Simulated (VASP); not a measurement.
Method: r2SCAN meta-GGA, VASP's PBE PAW potentials (set 64) (plane waves; VASP 6.6.1).

A VASP calculation is set up with these files.

File KPOINTS:
```
Automatic mesh
0
Gamma
7 7 7
0 0 0
```

POSCAR:
```
Te
1
    0.0000000000     3.1869730000     3.1869730000
    3.1869730000     0.0000000000     3.1869730000
    3.1869730000     3.1869730000     0.0000000000
Te
2
Direct
  0.7500000000   0.7500000000   0.7500000000
  0.5000000000   0.5000000000   0.5000000000
```

### INCAR
```
SIGMA  =  0.05
LMIXTAU  =  .TRUE.
ENCUT  =  400   ! plane-wave cut-off (eV)
IBRION  =  2
ALGO  =  Normal
METAGGA  =  R2SCAN
LASPH  =  .TRUE.   ! aspherical one-centre terms
ISIF  =  3   ! ions, shape and volume
LCHARG  =  .FALSE.
EDIFFG  =  -0.01   ! ionic stop
NSW  =  60   ! most ionic steps
LWAVE  =  .FALSE.
EDIFF  =  1E-6   ! SCF stop (eV)
ISMEAR  =  0
LREAL  =  .FALSE.
SYSTEM  =  Te
PREC  =  Accurate
NELM  =  100   ! most electronic steps
LMAXMIX  =  4
```

POTCAR, in this order: Te (PBE.64 set). Program: vasp_std.

Output

**OSZICAR**
```
       N       E                     dE             d eps       ncg     rms          rms(c)
DAV:   1     0.639748484007E-01    0.63975E-01   -0.41424E+03   400   0.805E+02
DAV:   2    -0.483492449072E+02   -0.48413E+02   -0.47002E+02   636   0.127E+02
DAV:   3    -0.505397081510E+02   -0.21905E+01   -0.21599E+01   464   0.321E+01
DAV:   4    -0.505695422302E+02   -0.29834E-01   -0.29819E-01   484   0.475E+00
DAV:   5    -0.505700736680E+02   -0.53144E-03   -0.53142E-03   482   0.615E-01    0.171E+01
DAV:   6    -0.484643415550E+02    0.21057E+01   -0.21997E-01   406   0.425E+00    0.122E+01
DAV:   7    -0.486057612469E+02   -0.14142E+00   -0.96854E-02   408   0.321E+00    0.528E+00
DAV:   8    -0.484807612476E+02    0.12500E+00   -0.10064E-01   404   0.320E+00    0.462E-01
DAV:   9    -0.484510780180E+02    0.29683E-01   -0.38447E-03   444   0.712E-01    0.654E-01
DAV:  10    -0.484883404730E+02   -0.37262E-01   -0.53506E-03   402   0.850E-01    0.942E-01
DAV:  11    -0.485021551949E+02   -0.13815E-01   -0.30800E-03   404   0.576E-01    0.494E-01
DAV:  12    -0.485034571116E+02   -0.13019E-02   -0.17947E-04   484   0.117E-01    0.386E-01
DAV:  13    -0.485036551991E+02   -0.19809E-03   -0.17775E-05   458   0.405E-02    0.310E-01
DAV:  14    -0.485044882839E+02   -0.83308E-03   -0.20152E-04   408   0.144E-01    0.176E-01
DAV:  15    -0.485047240663E+02   -0.23578E-03   -0.61628E-05   420   0.724E-02    0.108E-01
DAV:  16    -0.485047453557E+02   -0.21289E-04   -0.87014E-06   436   0.302E-02    0.698E-02
DAV:  17    -0.485047465895E+02   -0.12338E-05   -0.37308E-06   404   0.202E-02    0.192E-02
DAV:  18    -0.485047571207E+02   -0.10531E-04   -0.36815E-06   404   0.218E-02    0.285E-02
DAV:  19    -0.485047582123E+02   -0.10916E-05   -0.52499E-07   254   0.876E-03    0.643E-03
DAV:  20    -0.485047587218E+02   -0.50948E-06   -0.15772E-07   210   0.456E-03
   1 F= -.48504759E+02 E0= -.48502230E+02  d E =-.485048E+02
       N       E                     dE             d eps       ncg     rms          rms(c)
DAV:   1    -0.538354621467E+02   -0.53307E+01   -0.15850E+02   402   0.594E+01    0.158E+01
DAV:   2    -0.513768727983E+02    0.24586E+01   -0.10051E+01   406   0.224E+01    0.105E+01
DAV:   3    -0.501071831961E+02    0.12697E+01   -0.88057E-01   410   0.625E+00    0.408E+00
DAV:   4    -0.494282516909E+02    0.67893E+00   -0.16389E+00   424   0.679E+00    0.105E+01
DAV:   5    -0.492923752652E+02    0.13588E+00   -0.83018E-02   408   0.261E+00    0.737E+00
DAV:   6    -0.494720560337E+02   -0.17968E+00   -0.22625E-01   400   0.383E+00    0.800E-01
DAV:   7    -0.494102767329E+02    0.61779E-01   -0.80782E-02   400   0.273E+00    0.581E-01
DAV:   8    -0.494441290738E+02   -0.33852E-01   -0.59222E-02   400   0.252E+00    0.669E-01
DAV:   9    -0.494578292975E+02   -0.13700E-01   -0.35498E-03   408   0.610E-01    0.163E-01
DAV:  10    -0.494557138134E+02    0.21155E-02   -0.63069E-04   404   0.275E-01    0.813E-02
DAV:  11    -0.494576697162E+02   -0.19559E-02   -0.48732E-05   404   0.801E-02    0.660E-02
DAV:  12    -0.494627454850E+02   -0.50758E-02   -0.16100E-03   400   0.440E-01    0.157E-02
DAV:  13    -0.494628008090E+02   -0.55324E-04   -0.72750E-05   404   0.957E-02    0.348E-02
DAV:  14    -0.494628038844E+02   -0.30754E-05   -0.16500E-06   286   0.123E-02    0.400E-02
DAV:  15    -0.494628036520E+02    0.23236E-06   -0.29709E-07   204   0.524E-03
   2 F= -.49462804E+02 E0= -.49461217E+02  d E =-.958045E+00
       N       E                     dE             d eps       ncg     rms          rms(c)
DAV:   1    -0.506571648286E+02   -0.11944E+01   -0.27584E+01   410   0.295E+01    0.634E+00
DAV:   2    -0.500371303194E+02    0.62003E+00   -0.75629E-01   408   0.677E+00    0.329E+00
DAV:   3    -0.497550407058E+02    0.28209E+00   -0.74168E-01   400   0.497E+00    0.132E+00
DAV:   4    -0.497578134395E+02   -0.27727E-02   -0.19487E-02   514   0.124E+00    0.137E+00
DAV:   5    -0.498359292832E+02   -0.78116E-01   -0.15791E-02   400   0.117E+00    0.309E-01
DAV:   6    -0.497000074466E+02    0.13592E+00   -0.51662E-02   400   0.252E+00    0.493E-01
DAV:   7    -0.497561397694E+02   -0.56132E-01   -0.17574E-02   400   0.146E+00    0.364E-01
DAV:   8    -0.497616620246E+02   -0.55223E-02   -0.33405E-03   400   0.634E-01    0.242E-01
DAV:   9    -0.497614289708E+02    0.23305E-03   -0.12405E-04   440   0.108E-01    0.121E-01
DAV:  10    -0.497614925874E+02   -0.63617E-04   -0.40740E-04   400   0.242E-01    0.736E-02
DAV:  11    -0.497618597159E+02   -0.36713E-03   -0.28190E-04   400   0.182E-01    0.551E-02
DAV:  12    -0.497618970589E+02   -0.37343E-04   -0.10486E-05   408   0.314E-02    0.375E-02
DAV:  13    -0.497619211688E+02   -0.24110E-04   -0.19959E-05   400   0.511E-02    0.162E-02
DAV:  14    -0.497619208741E+02    0.29474E-06   -0.23290E-06   392   0.186E-02
   3 F= -.49761921E+02 E0= -.49760497E+02  d E =-.125716E+01
       N       E                     dE             d eps       ncg     rms          rms(c)
DAV:   1    -0.497624258358E+02   -0.50467E-03   -0.23669E-02   402   0.824E-01    0.148E-01
DAV:   2    -0.497619919790E+02    0.43386E-03   -0.91654E-04   400   0.222E-01    0.823E-02
DAV:   3    -0.497617426600E+02    0.24932E-03   -0.55612E-04   408   0.149E-01    0.965E-02
DAV:   4    -0.497617561234E+02   -0.13463E-04   -0.19567E-05   496   0.344E-02    0.905E-02
DAV:   5    -0.497617541934E+02    0.19301E-05   -0.98153E-07   244   0.102E-02    0.605E-02
DAV:   6    -0.497617583673E+02   -0.41739E-05   -0.88433E-06   400   0.229E-02    0.893E-03
DAV:   7    -0.497617591392E+02   -0.77194E-06   -0.54742E-07   240   0.784E-03
   4 F= -.49761759E+02 E0= -.49760323E+02  d E =-.125700E+01
       N       E                     dE             d eps       ncg     rms          rms(c)
DAV:   1    -0.497623451648E+02   -0.58680E-03   -0.14678E-02   410   0.651E-01    0.116E-01
DAV:   2    -0.497620776207E+02    0.26754E-03   -0.50833E-04   410   0.162E-01    0.649E-02
DAV:   3    -0.497619225640E+02    0.15506E-03   -0.35382E-04   408   0.110E-01    0.727E-02
DAV:   4    -0.497619310286E+02   -0.84646E-05   -0.92169E-06   530   0.243E-02    0.695E-02
DAV:   5    -0.497619309381E+02    0.90432E-07   -0.15039E-06   344   0.142E-02
   5 F= -.49761931E+02 E0= -.49760504E+02  d E =-.171799E-03
```

### OUTCAR
```
------------------------ aborting loop because EDIFF is reached ----------------------------------------
  FORCE on cell =-STRESS in cart. coord.  units (eV):
  Direction    XX          YY          ZZ          XY          YZ          ZX
  --------------------------------------------------------------------------------------
  Total        0.0067227      0.0067227      0.0067227      0.0000000     -0.0000000      0.0000000
  in kB        0.1185000      0.1185000      0.1185000      0.0000000     -0.0000000      0.0000000
  external PRESSURE =       0.1185000 kB  Pullay stress =       0.0000000 kB
  volume of cell :       90.89
      direct lattice vectors                 reciprocal lattice vectors
    -0.000000000  3.568628809  3.568628809    -0.140109837  0.140109837  0.140109837
     3.568628809 -0.000000000  3.568628809     0.140109837 -0.140109837  0.140109837
     3.568628809  3.568628809  0.000000000     0.140109837  0.140109837 -0.140109837
 POSITION                                       TOTAL-FORCE (eV/Angst)
 -----------------------------------------------------------------------------------
      5.35294      5.35294      5.35294         0.000000      0.000000     -0.000000
      3.56863      3.56863      3.56863        -0.000000     -0.000000      0.000000
 -----------------------------------------------------------------------------------
    total drift:                                0.000000     -0.000000     -0.000000
  FREE ENERGIE OF THE ION-ELECTRON SYSTEM (eV)
  ---------------------------------------------------
  free  energy   TOTEN  =       -49.7619309381 eV

  energy  without entropy=      -49.7590775505  energy(sigma->0) =      -49.76050424

 reached required accuracy - stopping structural energy minimisation
```
(Selected blocks of OUTCAR.)

### CONTCAR
```
Te
   1.00000000000000
    -0.0000000000000000    3.5686288087689011    3.5686288087689007
     3.5686288087689011   -0.0000000000000000    3.5686288087689007
     3.5686288087689011    3.5686288087689011    0.0000000000000000
  Te
     2
Direct
     0.7500000000000000    0.7500000000000000    0.7500000000000000
     0.5000000000000000    0.5000000000000000    0.5000000000000000
```

Energy and stress use the plane-wave basis of the starting cell.

The structure was generated: Te was put into the diamond type (Fd-3m), which need not be its known phase. This run relaxes it. Symmetry was kept, so distortions that lower it aren't found.
